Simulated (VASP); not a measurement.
Data:

```
MnSi
1.0
    4.32056     0.00000     0.00000
    0.00000     4.32056     0.00000
    0.00000     0.00000     4.32056
Mn Si
4 4
Cartesian
  3.71794   2.76290   1.55766
  1.55766   3.71794   2.76290
  0.60262   0.60262   0.60262
  2.76290   1.55766   3.71794
  0.66488   1.49539   2.82516
  2.82516   0.66488   1.49539
  3.65567   3.65567   3.65567
  1.49539   2.82516   0.66488
```
Starting moments (μB, in the order of the record's atoms Mn Mn Mn Mn Si Si Si Si): 0.6 0.6 0.6 0.6 0.0 0.0 0.0 0.0.

These are LDA (Ceperley-Alder, Perdew-Zunger), VASP's LDA PAW potentials (set 64) (plane waves; VASP) values and carry that method's errors. Run with 500 eV cut-off, 7×7×7 Γ-centred mesh, first-order Methfessel-Paxton smearing of 0.10 eV, potentials Mn_pv Si.

Energy and stress use the plane-wave basis of the starting cell. The moments were started parallel, and other spin orders were not tried in this run.

Q: The ions, cell shape and volume at an external pressure of 30.0 GPa are relaxed. Give the cell that the relaxation ends in.

A: 
```
MnSi
1.0
    4.28036     0.00000     0.00000
    0.00000     4.28036     0.00000
    0.00000     0.00000     4.28036
Mn Si
4 4
Direct
  0.85980   0.64020   0.35980
  0.35980   0.85980   0.64020
  0.14020   0.14020   0.14020
  0.64020   0.35980   0.85980
  0.15362   0.34638   0.65362
  0.65362   0.15362   0.34638
  0.84638   0.84638   0.84638
  0.34638   0.65362   0.15362
```
Space group P2_13 (198), at a tolerance of 0.03 Å. The cell ends with 0.00 μB, on the sites 0.00 0.00 0.00 0.00 0.00 0.00 0.00 0.00 μB.

Q: How do energy and volume change from the first to the last step?

A: The energy (σ→0) changes by +43.6 meV/atom and the volume by -2.8 %, in 6 ionic steps.

The compound is MnSi in the B20 structure. This run relaxes it under an external pressure of 30 GPa. Symmetry was kept, so distortions that lower it aren't found.
